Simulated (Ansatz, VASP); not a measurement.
# Si in VASP and in Ansatz

Contents of INCAR:

```
PREC = Accurate
ENCUT = 600
EDIFF = 1E-7
ISMEAR = 0
SIGMA = 0.02
LREAL = False
LASPH = True
NELM = 80
ALGO = Normal
ISIF = 3
LWAVE = False
LCHARG = False
GGA = PS
IBRION = 2
NSW = 70
EDIFFG = -0.005
```

Contents of KPOINTS:

```
regular mesh
0
Gamma
  10 10 10
```

POSCAR

```
Si
1.0
    0.0000000000      2.7348383258      2.7348383258
    2.7348383258      0.0000000000      2.7348383258
    2.7348383258      2.7348383258      0.0000000000
Si
2
Direct
    0.7500000000      0.7500000000      0.7500000000
    0.5000000000      0.5000000000      0.5000000000
```

Input for Ansatz:

```yaml
crystal:
  lattice:
    - [0.0, 2.7348383258, 2.7348383258]
    - [2.7348383258, 0.0, 2.7348383258]
    - [2.7348383258, 2.7348383258, 0.0]
  atoms:
    - { symbol: Si, position: [0.75, 0.75, 0.75] }
    - { symbol: Si, position: [0.5, 0.5, 0.5] }
basis:
  ecutwfc: 420
kpoints:
  mp_grid: { grid: [10, 10, 10] }
hamiltonian:
  xc: pbesol
scf:
  occupations: { method: gaussian, width: 0.02 }
output:
  forces: true
  stress: true
  eigenvalues: true
relax:
  adjacent_minimum: "off"
  f_tol: 0.005
  max_steps: 50
  cell: { stress_tol: 0.05 }
```

Alike in both runs: task relaxation of cell and atoms; functional PBEsol; k mesh 10 × 10 × 10; occupations gaussian, width 0.02 eV; no spin polarisation.

|  | VASP | Ansatz |
| --- | --- | --- |
| version | VASP 6.6.1 | Ansatz 0.2.0 |
| potentials or method | VASP PAW PBE potentials, release 64 (Si) | scalar-relativistic, plane waves, PAW |
| plane-wave cutoff (eV) | 600 | 420 |
| valence electrons in the cell | 8 | 8 |

```tsv
	VASP	Ansatz	Ansatz less VASP
gap on the k mesh at the Fermi level, each at its own relaxed structure (eV)	0.47	0.47	+0.003
relaxed volume (Å³/atom)	20.08	20.05	-0.025
relaxed cell length with the largest relative difference (Å)	3.844	3.842	-0.0016
energy change over the relaxation (meV/atom)	-2	-2	-0.3
```

Caveats: the PAW data sets were made with another functional, which shifts forces and pressure a little (VASP). A k mesh can miss the band edges. PBEsol gaps usually lie below the measured ones, often by a third to a half.
